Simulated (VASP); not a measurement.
An input for Quantum ESPRESSO's pw.x (written as the equivalent of a VASP run, and not itself run):

```
&CONTROL
  calculation = 'scf'
  pseudo_dir = './pseudo'
  outdir = './out'
  tprnfor = .true.
  tstress = .true.
/
&SYSTEM
  ibrav = 0
  nat = 24
  ntyp = 2
  ecutwfc = 84
  occupations = 'smearing'
  smearing = 'fermi-dirac'
  degauss = 0.00735
  input_dft = 'pz'
/
&ELECTRONS
  conv_thr = 7.3e-08
  electron_maxstep = 100
/
ATOMIC_SPECIES
  Zn 65.380 Zn.upf
  O 15.999 O.upf
CELL_PARAMETERS angstrom
     3.1398570    0.0000000    0.0000000
     0.0000000   15.4071430    0.0000000
     0.0000000    0.0000000   18.5329000
ATOMIC_POSITIONS crystal
  Zn   0.7500000  0.0000000  0.4266250
  Zn   0.7500000  0.5000000  0.4266250
  Zn   0.2500000  0.8332500  0.3777070
  Zn   0.2500000  0.3332500  0.4755430
  Zn   0.2500000  0.1665000  0.3777070
  Zn   0.2500000  0.6665000  0.4755430
  Zn   0.2500000  0.0000000  0.5733750
  Zn   0.2500000  0.5000000  0.5733750
  Zn   0.7500000  0.8332500  0.5244570
  Zn   0.7500000  0.3332500  0.6222930
  Zn   0.7500000  0.1665000  0.5244570
  Zn   0.7500000  0.6665000  0.6222930
  O    0.7500000  0.8746000  0.4266250
  O    0.7500000  0.3746000  0.4266250
  O    0.2500000  0.7078500  0.3777070
  O    0.2500000  0.2078500  0.4755430
  O    0.2500000  0.0415000  0.3777070
  O    0.2500000  0.5415000  0.4755430
  O    0.2500000  0.8746000  0.5733750
  O    0.2500000  0.3746000  0.5733750
  O    0.7500000  0.7078500  0.5244570
  O    0.7500000  0.2078500  0.6222930
  O    0.7500000  0.0415000  0.5244570
  O    0.7500000  0.5415000  0.6222930
K_POINTS automatic
  7 2 1 0 0 0
```

Question: Translate this input to VASP (INCAR, KPOINTS, POSCAR, choice of POTCAR).

Answer: Several could match; the one computed here: 
### INCAR
```
SYSTEM = ZnO
PREC = Accurate
ENCUT = 400
EDIFF = 1E-6
NELM = 100
ALGO = Normal
LREAL = Auto
LASPH = .TRUE.
ISMEAR = -1
SIGMA = 0.1
LMAXMIX = 4
LWAVE = .FALSE.
LCHARG = .FALSE.
ISIF = 2
```

### KPOINTS
```
Automatic mesh
0
Gamma
7 2 1
0 0 0
```

POSCAR:
```
ZnO
1
    3.1398570000     0.0000000000     0.0000000000
    0.0000000000    15.4071430000     0.0000000000
    0.0000000000     0.0000000000    18.5329000000
Zn O
12 12
Direct
  0.7500000000   0.0000000000   0.4266250000
  0.7500000000   0.5000000000   0.4266250000
  0.2500000000   0.8332500000   0.3777070000
  0.2500000000   0.3332500000   0.4755430000
  0.2500000000   0.1665000000   0.3777070000
  0.2500000000   0.6665000000   0.4755430000
  0.2500000000   0.0000000000   0.5733750000
  0.2500000000   0.5000000000   0.5733750000
  0.7500000000   0.8332500000   0.5244570000
  0.7500000000   0.3332500000   0.6222930000
  0.7500000000   0.1665000000   0.5244570000
  0.7500000000   0.6665000000   0.6222930000
  0.7500000000   0.8746000000   0.4266250000
  0.7500000000   0.3746000000   0.4266250000
  0.2500000000   0.7078500000   0.3777070000
  0.2500000000   0.2078500000   0.4755430000
  0.2500000000   0.0415000000   0.3777070000
  0.2500000000   0.5415000000   0.4755430000
  0.2500000000   0.8746000000   0.5733750000
  0.2500000000   0.3746000000   0.5733750000
  0.7500000000   0.7078500000   0.5244570000
  0.7500000000   0.2078500000   0.6222930000
  0.7500000000   0.0415000000   0.5244570000
  0.7500000000   0.5415000000   0.6222930000
```

POTCAR, in this order: Zn O (LDA.64 set). Program: vasp_std.

Limits of the translation: the potentials are each code's own (VASP's PAW set, PseudoDojo norm-conserving files in pw.x), so ENCUT and ecutwfc are chosen apart and not converted; conv_thr bounds pw.x's estimated SCF error, while EDIFF bounds the energy change between steps.

The cell is a sheet with vacuum, built from a generated structure.
